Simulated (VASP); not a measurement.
Output of a VASP run:

**OUTCAR**
```
 ion  position               nearest neighbor table
   1  0.000  0.000  0.000-
  LATTYP: Found a body centered cubic cell.
 ALAT       =     3.3000000000
 Subroutine PRICEL returns:
 Original cell was already a primitive cell.
 Subroutine GETGRP returns: Found 48 space group operations
The static configuration has the point symmetry O_h .
The dynamic configuration has the point symmetry O_h .
 Subroutine INISYM returns: Found 48 space group operations
 Subroutine IBZKPT returns following result:
 Found    104 irreducible k-points:

 Following reciprocal coordinates:
            Coordinates               Weight
  0.000000  0.000000  0.000000      1.000000
  0.071429  0.000000  0.000000     12.000000
  0.142857  0.000000  0.000000     12.000000
  0.214286  0.000000  0.000000     12.000000
  0.285714  0.000000  0.000000     12.000000
  0.357143  0.000000  0.000000     12.000000
  0.428571  0.000000  0.000000     12.000000
  0.500000  0.000000  0.000000      6.000000
  0.071429  0.071429  0.000000     24.000000
  0.142857  0.071429  0.000000     48.000000
  0.214286  0.071429  0.000000     48.000000
  0.285714  0.071429 -0.000000     48.000000
  0.357143  0.071429  0.000000     48.000000
  0.428571  0.071429  0.000000     48.000000
  0.142857  0.142857  0.000000     24.000000
  0.214286  0.142857 -0.000000     48.000000
  0.285714  0.142857  0.000000     48.000000
  0.357143  0.142857 -0.000000     48.000000
  0.428571  0.142857 -0.000000     24.000000
  0.214286  0.214286  0.000000     24.000000
  0.285714  0.214286 -0.000000     48.000000
  0.357143  0.214286  0.000000     48.000000
  0.285714  0.285714  0.000000     24.000000
  0.357143  0.285714 -0.000000     24.000000
  0.071429  0.071429  0.071429      8.000000
  0.142857  0.071429  0.071429     24.000000
  0.214286  0.071429  0.071429     24.000000
  0.285714  0.071429  0.071429     24.000000
  0.357143  0.071429  0.071429     24.000000
  0.428571  0.071429  0.071429     12.000000
 -0.071429  0.071429  0.071429      6.000000
  0.142857  0.142857  0.071429     24.000000
  0.214286  0.142857  0.071429     48.000000
  0.285714  0.142857  0.071429     48.000000
  0.357143  0.142857  0.071429     48.000000
 -0.142857  0.142857  0.071429     24.000000
  0.214286  0.214286  0.071429     24.000000
  0.285714  0.214286  0.071429     48.000000
  0.357143  0.214286  0.071429     24.000000
 -0.214286  0.214286  0.071429     24.000000
   k-points           NKPTS =    104   k-points in BZ     NKDIM =    104   number of bands    NBANDS=     10
   number of dos      NEDOS =    301   number of ions     NIONS =      1
   total plane-waves  NPLWV =  13824
   dimension x,y,z NGX =    24 NGY =   24 NGZ =   24
   dimension x,y,z NGXF=    48 NGYF=   48 NGZF=   48
   ions per type =               1
   PREC   = accura    normal or accurate (medium, high low for compatibility)
   ISTART =      0    job   : 0-new  1-cont  2-samecut
   ICHARG =      2    charge: 1-file 2-atom 10-const
   ISPIN  =      1    spin polarized calculation?
   LNONCOLLINEAR =      F non collinear calculations
   LSORBIT =      F    spin-orbit coupling
   INIWAV =      1    electr: 0-lowe 1-rand  2-diag
   ENCUT  =  520.0 eV  38.22 Ry    6.18 a.u.   5.31  5.31  5.31*2*pi/ulx,y,z
   NELM   =    100;   NELMIN=  2; NELMDL= -5     # of ELM steps
   EDIFF  = 0.1E-05   stopping-criterion for ELM
   LREAL  =      F    real-space projection
   NLSPLINE    = F    spline interpolate recip. space projectors
   LMAXMIX     =    4 max onsite mixed and CHGCAR
   VOSKOWN=      0    Vosko Wilk Nusair interpolation
   EDIFFG = -.1E-01   stopping-criterion for IOM
   NSW    =     60    number of steps for IOM
   NBLOCK =      1;   KBLOCK =     60    inner block; outer block
   IBRION =      2    ionic relax: 0-MD 1-quasi-New 2-CG
   NFREE  =      1    steps in history (QN), initial steepest desc. (CG)
...
```

OSZICAR:
```
       N       E                     dE             d eps       ncg     rms          rms(c)
DAV:   1     0.119484683054E+03    0.11948E+03   -0.75301E+03  2088   0.130E+03
DAV:   2    -0.298109640764E+01   -0.12247E+03   -0.11955E+03  2234   0.449E+02
DAV:   3    -0.794832948491E+01   -0.49672E+01   -0.46904E+01  3096   0.770E+01
DAV:   4    -0.823754137644E+01   -0.28921E+00   -0.28693E+00  2924   0.163E+01
DAV:   5    -0.824764182463E+01   -0.10100E-01   -0.10092E-01  3154   0.246E+00    0.726E+00
DAV:   6    -0.784033903721E+01    0.40730E+00   -0.79369E-01  3238   0.118E+01    0.255E+00
DAV:   7    -0.779296379997E+01    0.47375E-01   -0.23172E-01  3232   0.622E+00    0.929E-01
DAV:   8    -0.779729167949E+01   -0.43279E-02   -0.11909E-02  2374   0.164E+00    0.542E-02
DAV:   9    -0.779733675000E+01   -0.45071E-04   -0.92580E-04  3628   0.367E-01    0.417E-02
DAV:  10    -0.779735301137E+01   -0.16261E-04   -0.26636E-05  2558   0.769E-02    0.132E-02
DAV:  11    -0.779734771405E+01    0.52973E-05   -0.55770E-06  2450   0.449E-02    0.232E-03
DAV:  12    -0.779734763990E+01    0.74148E-07   -0.19192E-07  1248   0.763E-03
   1 F= -.77973476E+01 E0= -.77973426E+01  d E =-.779735E+01
       N       E                     dE             d eps       ncg     rms          rms(c)
DAV:   1    -0.835307466040E+01   -0.55573E+00   -0.17366E+01  2568   0.672E+01    0.649E+00
DAV:   2    -0.782554806398E+01    0.52753E+00   -0.11994E+00  3046   0.161E+01    0.174E+00
DAV:   3    -0.776435228309E+01    0.61196E-01   -0.41407E-01  3164   0.754E+00    0.111E+00
DAV:   4    -0.777714191557E+01   -0.12790E-01   -0.15935E-02  2960   0.127E+00    0.536E-01
DAV:   5    -0.778672683032E+01   -0.95849E-02   -0.32510E-02  3534   0.137E+00    0.217E-01
DAV:   6    -0.778639949232E+01    0.32734E-03   -0.79061E-04  2668   0.384E-01    0.185E-02
DAV:   7    -0.778640606910E+01   -0.65768E-05   -0.16685E-04  3620   0.938E-02    0.823E-03
DAV:   8    -0.778640602361E+01    0.45489E-07   -0.18637E-06  1796   0.182E-02
   2 F= -.77864060E+01 E0= -.77865344E+01  d E =0.109416E-01
       N       E                     dE             d eps       ncg     rms          rms(c)
DAV:   1    -0.803771612982E+01   -0.25131E+00   -0.71958E+00  2548   0.434E+01    0.391E+00
DAV:   2    -0.781458739682E+01    0.22313E+00   -0.57711E-01  3116   0.109E+01    0.110E+00
DAV:   3    -0.779216372415E+01    0.22424E-01   -0.17524E-01  3206   0.468E+00    0.596E-01
DAV:   4    -0.779689426029E+01   -0.47305E-02   -0.49571E-03  2538   0.775E-01    0.366E-01
DAV:   5    -0.780214374436E+01   -0.52495E-02   -0.14136E-02  3432   0.838E-01    0.159E-01
DAV:   6    -0.780219630798E+01   -0.52564E-04   -0.20256E-04  2410   0.206E-01    0.751E-02
DAV:   7    -0.780220806865E+01   -0.11761E-04   -0.68737E-05  2684   0.139E-01    0.529E-03
DAV:   8    -0.780220952994E+01   -0.14613E-05   -0.14938E-06  1906   0.141E-02    0.226E-03
DAV:   9    -0.780220928450E+01    0.24544E-06   -0.26551E-07  1144   0.826E-03
   3 F= -.78022093E+01 E0= -.78022865E+01  d E =-.486164E-02
```

File OUTCAR:
```
------------------------ aborting loop because EDIFF is reached ----------------------------------------
  FORCE on cell =-STRESS in cart. coord.  units (eV):
  Direction    XX          YY          ZZ          XY          YZ          ZX
  --------------------------------------------------------------------------------------
  Total       -0.0072252     -0.0072252     -0.0072252     -0.0000000     -0.0000000      0.0000000
  in kB       -0.6587681     -0.6587681     -0.6587681     -0.0000000     -0.0000000      0.0000000
  external PRESSURE =      -0.6587681 kB  Pullay stress =       0.0000000 kB
  volume of cell :       17.57
      direct lattice vectors                 reciprocal lattice vectors
    -1.637779467  1.637779467  1.637779467     0.000000000  0.305291408  0.305291408
     1.637779467 -1.637779467  1.637779467     0.305291408  0.000000000  0.305291408
     1.637779467  1.637779467 -1.637779467     0.305291408  0.305291408  0.000000000
 POSITION                                       TOTAL-FORCE (eV/Angst)
 -----------------------------------------------------------------------------------
      0.00000      0.00000      0.00000         0.000000     -0.000000      0.000000
 -----------------------------------------------------------------------------------
    total drift:                               -0.000000      0.000000      0.000000
  FREE ENERGIE OF THE ION-ELECTRON SYSTEM (eV)
  ---------------------------------------------------
  free  energy   TOTEN  =        -7.8022092845 eV

  energy  without entropy=       -7.8024408917  energy(sigma->0) =       -7.80228649

 reached required accuracy - stopping structural energy minimisation
```
(Selected blocks of OUTCAR.)

POSCAR:
```
Nb
1
   -1.6500000000     1.6500000000     1.6500000000
    1.6500000000    -1.6500000000     1.6500000000
    1.6500000000     1.6500000000    -1.6500000000
Nb
1
Direct
  0.0000000000   0.0000000000   0.0000000000
```

Q: Write an INCAR and KPOINTS that could have produced this output.

A: One answer among several that fit: the input of the run itself, vdW-DF-cx, plane waves, VASP's PBE PAW potentials (set 64).

INCAR:
```
ISMEAR=1
GGA=CX
AGGAC=0.0
SYSTEM=Nb
LREAL=.FALSE.   # projection in real space or not
ENCUT=520
ALGO=Normal
NSW=60   # most ionic steps
EDIFF=1E-6   # SCF stop (eV)
PREC=Accurate
IBRION=2
LASPH=.TRUE.   # aspherical one-centre terms
NELM=100
LWAVE=.FALSE.
SIGMA=0.1   # width (eV)
LCHARG=.FALSE.
ISIF=3   # ions, shape and volume
LUSE_VDW=.TRUE.
LMAXMIX=4
EDIFFG=-0.01
```

**KPOINTS**
```
Automatic mesh
0
Gamma
14 14 14
0 0 0
```

POTCAR, in this order: Nb_sv (PBE.64 set). Program: vasp_std.

Energy and stress use the plane-wave basis of the starting cell.

The compound is Nb in the bcc structure. This run relaxes it. Symmetry was kept, so distortions that lower it aren't found.
